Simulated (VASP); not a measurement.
A cell of ZnSe (zinc blende) near equilibrium:

```
CELL_PARAMETERS angstrom
      0.00000     2.86715     2.86715
      2.86715     0.00000     2.86715
      2.86715     2.86715     0.00000
ATOMIC_POSITIONS crystal
  Zn 0.00000 0.00000 0.00000
  Se 0.25000 0.25000 0.25000
```

Method: PBE GGA, VASP's PBE PAW potentials (set 64) (plane waves; VASP).

```json
[
 {"run": "as it is", "ΔE (meV/atom)": "0.0", "σxx": "0.15", "σyy": "0.15", "σzz": "0.15", "largest shear component, with its sign (GPa)": "0.00", "gap (eV)": "1.15"},
 {"run": "after one change", "ΔE (meV/atom)": "12.7", "σxx": "-2.84", "σyy": "-2.84", "σzz": "-2.84", "largest shear component, with its sign (GPa)": "0.00", "gap (eV)": "0.92"}
]
```
Stress is in GPa, positive when the cell is compressed; gaps are those on the k-mesh, and 0.00 means metallic.

### Question
Name the change that produced these shifts.
A. isotropic strain of +2.0 %
B. uniaxial strain of +1.5 % along z
C. biaxial strain of -2.0 % in the xy plane
D. shear strain γ_xy = -1.5 % with the ions relaxed

### Answer
A, isotropic strain of +2.0 %

The compound is ZnSe in the zinc blende structure.
